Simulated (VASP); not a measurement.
An input for Ansatz (written as the equivalent of a VASP run, and not itself run):

Ansatz 0.2 input:
```yaml
crystal:
  lattice:
    - [1.9681500, 1.1363120, 3.3684800]
    - [-1.9681500, 1.1363120, 3.3684800]
    - [0.0000000, -2.2726240, 3.3684800]
  atoms:
    - { symbol: Hg, position: [0.7624000, 0.7624000, 0.7624000] }
    - { symbol: Se, position: [0.2376000, 0.2376000, 0.2376000] }
kpoints:
  mp_grid: { grid: [5, 5, 5] }
hamiltonian:
  xc: pbe
  pseudopotentials: { kind: paw }
scf:
  occupations: { method: fermi_dirac, width: 0.1 }
  max_iter: 100
output: { forces: true, stress: true, eigenvalues: true }
```

Question: Write the VASP files for the same calculation (PBE).

Answer: This is not unique; one that fits is 
### POSCAR
```
HgSe
1
    1.9681500000     1.1363120000     3.3684800000
   -1.9681500000     1.1363120000     3.3684800000
    0.0000000000    -2.2726240000     3.3684800000
Hg Se
1 1
Direct
  0.7624000000   0.7624000000   0.7624000000
  0.2376000000   0.2376000000   0.2376000000
```

**KPOINTS**
```
K-points
0
Gamma
5 5 5
0 0 0
```

### INCAR
```
SYSTEM = HgSe
PREC = Accurate; ENCUT = 300; LREAL = .FALSE.
LASPH = .TRUE.
EDIFF = 1E-6; NELM = 100; ALGO = Normal
LMAXMIX = 6
ISMEAR = -1; SIGMA = 0.1
GGA = PE
ISIF = 2
LWAVE = .FALSE.; LCHARG = .FALSE.
```

POTCAR, in this order: Hg Se (PBE.64 set). Program: vasp_std.

What does not carry over: each code has its own PAW files, so the cut-off isn't converted (ENCUT is set for VASP's; basis.ecutwfc is left out, and Ansatz then takes the one that its files recommend); Ansatz stops its SCF on the density residual and VASP on the energy change (EDIFF).

The structure was generated: HgSe was put into an ordered model structure, which need not be its known phase. The cell was not relaxed at this level, and its volume differs by -5.9 % from the start's. The k-mesh is coarse (spacing up to 0.39 per Å, 2π included), so the numbers may not be converged in it.
